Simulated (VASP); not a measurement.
OSZICAR of a VASP run on CsPbBr3 (space group Pm-3m):

File OSZICAR:
```
       N       E                     dE             d eps       ncg     rms          rms(c)
DAV:   1     0.318797532964E+03    0.31880E+03   -0.14165E+04  1048   0.977E+02
DAV:   2     0.165249350342E+02   -0.30227E+03   -0.29741E+03  1378   0.277E+02
DAV:   3    -0.156306379865E+02   -0.32156E+02   -0.32060E+02  1170   0.103E+02
DAV:   4    -0.165948355447E+02   -0.96420E+00   -0.96279E+00  1342   0.250E+01
DAV:   5    -0.166202357077E+02   -0.25400E-01   -0.25386E-01  1280   0.295E+00    0.379E+00
DAV:   6    -0.159330265534E+02    0.68721E+00   -0.12778E+00  1538   0.103E+01    0.215E+00
DAV:   7    -0.158676634619E+02    0.65363E-01   -0.56027E-01  1542   0.391E+00    0.104E+00
DAV:   8    -0.158791244281E+02   -0.11461E-01   -0.73163E-02  1214   0.215E+00    0.201E-01
DAV:   9    -0.158778874692E+02    0.12370E-02   -0.11879E-02  1534   0.793E-01    0.111E-01
DAV:  10    -0.158783471953E+02   -0.45973E-03   -0.12414E-03  1148   0.190E-01    0.403E-02
DAV:  11    -0.158784289518E+02   -0.81757E-04   -0.18521E-04  1226   0.996E-02    0.937E-03
DAV:  12    -0.158784262458E+02    0.27060E-05   -0.37889E-05  1430   0.603E-02    0.438E-03
DAV:  13    -0.158784265260E+02   -0.28024E-06   -0.37553E-06  1166   0.118E-02
   1 F= -.15878427E+02 E0= -.15878427E+02  d E =-.747664E-14
```

Which electronic solver shows in the log?

It is blocked Davidson (ALGO = Normal, or the opening steps of other solvers). The INCAR had ALGO = Normal.

Can the final energy be trusted as converged?

The calculation finished and met its thresholds. It stopped with EDIFF = 1E-6, NELM = 100 (PBE GGA, plane waves, VASP's PBE PAW potentials (set 64)).

The structure comes from a computed database's CsPbBr3 entry; how it stands against other phases isn't given here. The cell was not relaxed at this level. The run is one of a series of settings (KPOINTS 6×6×6 Γ-centred mesh against the base run), some of them coarse on purpose.
